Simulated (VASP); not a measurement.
All values below come from PBE GGA with D4 dispersion, VASP's PBE PAW potentials (set 64) (plane waves; VASP).

VASP ran on this input.

### KPOINTS
```
k-points along high-symmetry lines
15
Line-mode
Reciprocal
  0.000000   0.000000   0.000000 ! GAMMA
  0.500000   0.000000   0.500000 ! X

  0.500000   0.000000   0.500000 ! X
  0.625000   0.250000   0.625000 ! U

  0.375000   0.375000   0.750000 ! K
  0.000000   0.000000   0.000000 ! GAMMA

  0.000000   0.000000   0.000000 ! GAMMA
  0.500000   0.500000   0.500000 ! L

  0.500000   0.500000   0.500000 ! L
  0.500000   0.250000   0.750000 ! W

  0.500000   0.250000   0.750000 ! W
  0.500000   0.000000   0.500000 ! X
```

INCAR:
```
SYSTEM  =  CeO2
PREC  =  Accurate; ENCUT  =  520; LREAL  =  .FALSE.
LASPH  =  .TRUE.; ICHARG  =  11
EDIFF  =  1E-7; NELM  =  100; ALGO  =  Normal
LMAXMIX  =  6
ISMEAR  =  0; SIGMA  =  0.05
GGA  =  PE; IVDW  =  13
LWAVE  =  .FALSE.; LCHARG  =  .FALSE.; LORBIT  =  11
```

POSCAR:
```
CeO2
3.8394510
  0.0000000000   0.7071068198   0.7071068198
  0.7071068198   0.0000000000   0.7071068198
  0.7071068198   0.7071068198   0.0000000000
Ce O
1 2
Cartesian
  0.0000000000   0.0000000000   0.0000000000
  0.3535534099   0.3535534099   0.3535534099
  1.0606602297   1.0606602297   1.0606602297
```

POTCAR, in this order: Ce O (PBE.64 set). Program: vasp_std. Read from the step before: CHGCAR.

The run wrote:

**OSZICAR**
```
       N       E                     dE             d eps       ncg     rms          rms(c)
DAV:   1     0.183793032048E+03    0.18379E+03   -0.11953E+04  2904   0.206E+03
DAV:   2     0.618960253472E+01   -0.17760E+03   -0.17157E+03  3928   0.289E+02
DAV:   3    -0.248381017174E+02   -0.31028E+02   -0.29800E+02  4192   0.134E+02
DAV:   4    -0.262947819674E+02   -0.14567E+01   -0.14021E+01  3848   0.302E+01
DAV:   5    -0.263894461690E+02   -0.94664E-01   -0.94660E-01  4736   0.679E+00
DAV:   6    -0.263950430287E+02   -0.55969E-02   -0.55968E-02  4368   0.136E+00
DAV:   7    -0.263952418838E+02   -0.19886E-03   -0.19886E-03  4784   0.288E-01
DAV:   8    -0.263952508365E+02   -0.89527E-05   -0.89527E-05  4456   0.633E-02
DAV:   9    -0.263952516793E+02   -0.84278E-06   -0.84275E-06  4832   0.161E-02
DAV:  10    -0.263952517463E+02   -0.66944E-07   -0.66933E-07  3784   0.434E-03
   1 F= -.27156714E+02 E0= -.27156714E+02  d E =-.141581E-20
```

File OUTCAR:
```
 val. band max:        5.2481633003   @ k =   0.2679   0.2679   0.5357

 cond. band min:       7.1587653365   @ k =   0.5000   0.5000   0.5000



 k-point     1 :       0.0000    0.0000    0.0000
  band No.  band energies     occupation
      1     -27.2011      2.00000
      2     -11.0733      2.00000
      3     -10.1259      2.00000
      4      -9.3587      2.00000
      5      -9.3587      2.00000
      6      -9.3587      2.00000
      7       1.4219      2.00000
      8       1.4219      2.00000
      9       1.4219      2.00000
     10       4.6350      2.00000
     11       4.6350      2.00000
     12       4.6350      2.00000
     13       7.4781      0.00000
     14       7.4781      0.00000
     15       7.4781      0.00000
     16       7.7210      0.00000

 k-point     2 :       0.0357    0.0000    0.0357
  band No.  band energies     occupation
      1     -27.1978      2.00000
      2     -11.1477      2.00000
      3     -10.1365      2.00000
      4      -9.3667      2.00000
      5      -9.3667      2.00000
      6      -9.2775      2.00000
      7       1.4427      2.00000
      8       1.4427      2.00000
      9       1.4577      2.00000
     10       4.5837      2.00000
     11       4.6455      2.00000
     12       4.6455      2.00000
     13       7.4736      0.00000
     14       7.4790      0.00000
     15       7.4790      0.00000
     16       7.7232      0.00000

 k-point     3 :       0.0714    0.0000    0.0714
  band No.  band energies     occupation
      1     -27.1883      2.00000
      2     -11.3374      2.00000
      3     -10.1677      2.00000
      4      -9.3902      2.00000
      5      -9.3902      2.00000
      6      -9.0679      2.00000
      7       1.5045      2.00000
      8       1.5045      2.00000
      9       1.5637      2.00000
     10       4.4341      2.00000
     11       4.6760      2.00000
     12       4.6760      2.00000
     13       7.4605      0.00000
     14       7.4817      0.00000
...
```

The density is held fixed in this step, so its total energy and stress have no physical meaning.

The compound is CeO2 in the fluorite structure. It was relaxed first. The run is not spin-polarised, so no magnetic state was tried.
